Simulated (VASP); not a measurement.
Here is the system:

```
CELL_PARAMETERS angstrom
      1.76404    -3.05540     0.00000
      1.76404     3.05540     0.00000
      0.00000     0.00000     5.56841
ATOMIC_POSITIONS crystal
  Tl 0.33333 0.66667 0.25000
  Tl 0.66667 0.33333 0.75000
```

Level of theory: rev-vdW-DF2, VASP's PBE PAW potentials (set 64) (plane waves; VASP). Settings: 520 eV cut-off, Gaussian smearing of 0.050 eV, potentials Tl_d.

### Question
Give the energies of bands 11 to 16 at the high-symmetry points, in eV from the Fermi level.

### Answer

| band | Γ | M | K | A | L | H |
|---|---|---|---|---|---|---|
| 11 | -9.79 | -5.89 | -4.78 | -8.41 | -4.89 | -4.32 |
| 12 | -5.12 | -4.76 | -4.78 | -8.41 | -4.89 | -4.32 |
| 13 | -2.63 | -0.76 | -1.26 | 3.30 | -2.15 | -0.89 |
| 14 | 7.39 | 0.54 | 1.67 | 3.30 | -2.15 | -0.89 |
| 15 | 7.39 | 1.30 | 1.67 | 8.34 | 5.22 | 0.22 |
| 16 | 9.40 | 3.60 | 2.73 | 8.34 | 5.22 | 0.22 |

It has no gap at this level: it comes out as a metal or semimetal.

The compound is Tl in the hcp structure. It was relaxed first.
